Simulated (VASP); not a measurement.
```xyz
4
Lattice="3.7178 0.0000 0.0000 0.0000 3.7178 0.0000 0.0000 0.0000 3.7178" Properties=species:S:1:pos:R:3 pbc="T T T"
Cu     0.0000     1.8589     1.8589
Cu     1.8589     0.0000     1.8589
Cu     1.8589     1.8589     0.0000
Au     0.0000     0.0000     0.0000
```

These are PBEsol GGA, VASP's PBE PAW potentials (set 64) (plane waves; VASP 6.6.1) values and carry that method's errors. Settings: 520 eV cut-off, 9×9×9 Γ-centred mesh, tetrahedra with Blöchl corrections, potentials Cu Au.

The cores are frozen, which limits the accuracy of field gradients.

Give the principal components of the electric field gradient (V/Å²) and the asymmetry η at each nucleus.

| atom | Vxx | Vyy | Vzz | η |
|---|---|---|---|---|
| Cu1 | -10.1 | -10.1 | 20.3 | 0.00 |
| Cu2 | -10.1 | -10.1 | 20.3 | 0.00 |
| Cu3 | -10.1 | -10.1 | 20.3 | 0.00 |
| Au4 | 0.0 | 0.0 | 0.0 | - |

The compound is Cu3Au in the L1_2 structure. It was relaxed first.
